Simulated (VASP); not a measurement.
All values below come from LDA (Ceperley-Alder, Perdew-Zunger), VASP's LDA PAW potentials (set 64) (plane waves; VASP).

A VASP calculation is set up with these files.

**POSCAR**
```
KZnF3
1.0
  3.9794619424   0.0000000000   0.0000000000
  0.0000000000   3.9794619424   0.0000000000
  0.0000000000   0.0000000000   3.9794619424
K Zn F
1 1 3
Cart
  0.0000000000   0.0000000000   0.0000000000
  1.9897309712   1.9897309712   1.9897309712
  1.9897309712   0.0000000000   1.9897309712
  0.0000000000   1.9897309712   1.9897309712
  1.9897309712   1.9897309712   0.0000000000
```

KPOINTS:
```
Regular mesh
0
G
6 6 6
0 0 0
```

### INCAR
```
! general
SYSTEM  = KZnF3
PREC    = Accurate
ENCUT   = 620
LREAL   = .FALSE.
LASPH   = .TRUE.

! electronic loop
EDIFF   = 1E-6
NELM    = 100
ALGO    = Normal
LMAXMIX = 4

! smearing
ISMEAR  = 0
SIGMA   = 0.05

! ions
IBRION  = 2
NSW     = 40
ISIF    = 3
EDIFFG  = -0.02
PSTRESS = 50

! output
LWAVE   = .FALSE.
LCHARG  = .FALSE.
```

POTCAR, in this order: K_sv Zn F (LDA.64 set). Program: vasp_std.

The run wrote:

File OSZICAR:
```
       N       E                     dE             d eps       ncg     rms          rms(c)
DAV:   1     0.502762435029E+03    0.50276E+03   -0.25333E+04  1000   0.234E+03
DAV:   2     0.191222820545E+02   -0.48364E+03   -0.46923E+03  1184   0.557E+02
DAV:   3    -0.239529002934E+02   -0.43075E+02   -0.42898E+02  1212   0.171E+02
DAV:   4    -0.251096983306E+02   -0.11568E+01   -0.11544E+01  1557   0.264E+01
DAV:   5    -0.251276422393E+02   -0.17944E-01   -0.17937E-01  1343   0.258E+00    0.126E+01
DAV:   6    -0.231346251686E+02    0.19930E+01   -0.74144E+00  1509   0.398E+01    0.834E+00
DAV:   7    -0.231569765688E+02   -0.22351E-01   -0.12908E+00  1048   0.815E+00    0.519E+00
DAV:   8    -0.231477428380E+02    0.92337E-02   -0.52172E-01  1399   0.147E+01    0.154E+00
DAV:   9    -0.231199381519E+02    0.27805E-01   -0.73186E-02  1552   0.774E+00    0.706E-01
DAV:  10    -0.231136957358E+02    0.62424E-02   -0.83274E-02  1461   0.751E+00    0.228E-01
DAV:  11    -0.231137649994E+02   -0.69264E-04   -0.11094E-02  1056   0.107E+00    0.121E-01
DAV:  12    -0.231137623350E+02    0.26644E-05   -0.59932E-04  1327   0.219E-01    0.923E-02
DAV:  13    -0.231136226169E+02    0.13972E-03   -0.57860E-04  1502   0.872E-01    0.257E-02
DAV:  14    -0.231136273989E+02   -0.47821E-05   -0.19732E-04  1070   0.105E-01    0.116E-02
DAV:  15    -0.231136258634E+02    0.15355E-05   -0.10469E-05  1342   0.800E-02    0.696E-03
DAV:  16    -0.231136254587E+02    0.40471E-06   -0.25547E-06   802   0.150E-02
   1 F= -.21146951E+02 E0= -.21146951E+02  d E =-.211470E+02
       N       E                     dE             d eps       ncg     rms          rms(c)
DAV:   1    -0.244786422356E+02   -0.13650E+01   -0.27020E+01  1176   0.725E+01    0.926E+00
DAV:   2    -0.231837564416E+02    0.12949E+01   -0.55999E+00  1197   0.266E+01    0.270E+00
DAV:   3    -0.230750147537E+02    0.10874E+00   -0.16808E-01  1292   0.990E+00    0.143E+00
DAV:   4    -0.230517103448E+02    0.23304E-01   -0.86211E-02  1622   0.340E+00    0.799E-01
DAV:   5    -0.230506195447E+02    0.10908E-02   -0.13706E-02  1469   0.182E+00    0.178E-01
DAV:   6    -0.230500475621E+02    0.57198E-03   -0.47410E-03  1693   0.235E+00    0.803E-02
DAV:   7    -0.230500264551E+02    0.21107E-04   -0.56115E-04  1450   0.305E-01    0.413E-02
DAV:   8    -0.230500125345E+02    0.13921E-04   -0.26588E-04  1477   0.252E-01    0.183E-02
DAV:   9    -0.230500084436E+02    0.40909E-05   -0.31494E-05  1441   0.692E-02    0.588E-03
DAV:  10    -0.230500082774E+02    0.16615E-06   -0.33888E-06   869   0.160E-02
   2 F= -.21192441E+02 E0= -.21192441E+02  d E =-.454897E-01
       N       E                     dE             d eps       ncg     rms          rms(c)
DAV:   1    -0.231106497307E+02   -0.60641E-01   -0.77422E-01  1117   0.125E+01    0.154E+00
DAV:   2    -0.230744119811E+02    0.36238E-01   -0.14944E-01  1143   0.452E+00    0.464E-01
DAV:   3    -0.230711123582E+02    0.32996E-02   -0.53634E-03  1242   0.201E+00    0.275E-01
DAV:   4    -0.230704586666E+02    0.65369E-03   -0.21061E-03  1607   0.572E-01    0.151E-01
DAV:   5    -0.230704078713E+02    0.50795E-04   -0.25985E-04  1503   0.199E-01    0.281E-02
DAV:   6    -0.230704006656E+02    0.72057E-05   -0.51156E-05  1706   0.327E-01    0.828E-03
DAV:   7    -0.230704004015E+02    0.26403E-06   -0.70900E-06  1144   0.404E-02
   3 F= -.21194700E+02 E0= -.21194700E+02  d E =-.477488E-01
```

OUTCAR:
```
------------------------ aborting loop because EDIFF is reached ----------------------------------------
  FORCE on cell =-STRESS in cart. coord.  units (eV):
  Direction    XX          YY          ZZ          XY          YZ          ZX
  --------------------------------------------------------------------------------------
  Total        1.8778832      1.8778832      1.8778832     -0.0000000      0.0000000     -0.0000000
  in kB       50.0581801     50.0581801     50.0581801     -0.0000000      0.0000000     -0.0000000
  external PRESSURE =       0.0581801 kB  Pullay stress =      50.0000000 kB
  volume of cell :       60.10
      direct lattice vectors                 reciprocal lattice vectors
     3.917130436 -0.000000000 -0.000000000     0.255288920 -0.000000000 -0.000000000
     0.000000000  3.917130436  0.000000000     0.000000000  0.255288920 -0.000000000
     0.000000000  0.000000000  3.917130436     0.000000000 -0.000000000  0.255288920
 POSITION                                       TOTAL-FORCE (eV/Angst)
 -----------------------------------------------------------------------------------
      0.00000      0.00000      0.00000        -0.000000     -0.000000      0.000000
      1.95857      1.95857      1.95857        -0.000000      0.000000      0.000000
      1.95857      0.00000      1.95857         0.000000      0.000000      0.000000
      0.00000      1.95857      1.95857        -0.000000      0.000000      0.000000
      1.95857      1.95857     -0.00000         0.000000     -0.000000      0.000000
 -----------------------------------------------------------------------------------
    total drift:                                0.000000     -0.000000     -0.000000
  FREE ENERGIE OF THE ION-ELECTRON SYSTEM (eV)
  ---------------------------------------------------
  free  energy   TOTEN  =       -23.0704004015 eV

  energy  without entropy=      -23.0704004015  energy(sigma->0) =      -23.07040040
  enthalpy is  TOTEN    =       -21.1946997825 eV   P V=        1.8757006191

 reached required accuracy - stopping structural energy minimisation
```
(Selected blocks of OUTCAR.)

File CONTCAR:
```
KZnF3
   1.00000000000000
     3.9171304357004013   -0.0000000000000000   -0.0000000000000000
     0.0000000000000000    3.9171304357004013    0.0000000000000000
     0.0000000000000000    0.0000000000000000    3.9171304357004013
  K               Zn              F
     1     1     3
Direct
     0.0000000000000000    0.0000000000000000    0.0000000000000000
     0.5000000000000000    0.5000000000000000    0.5000000000000000
     0.5000000000000000    0.0000000000000000    0.5000000000000000
     0.0000000000000000    0.5000000000000000    0.5000000000000000
     0.5000000000000000    0.5000000000000000    0.0000000000000000
```

Energy and stress use the plane-wave basis of the starting cell.

The compound is KZnF3 in the cubic perovskite structure. This run relaxes it under an external pressure of 5 GPa. Symmetry was kept, so distortions that lower it aren't found.
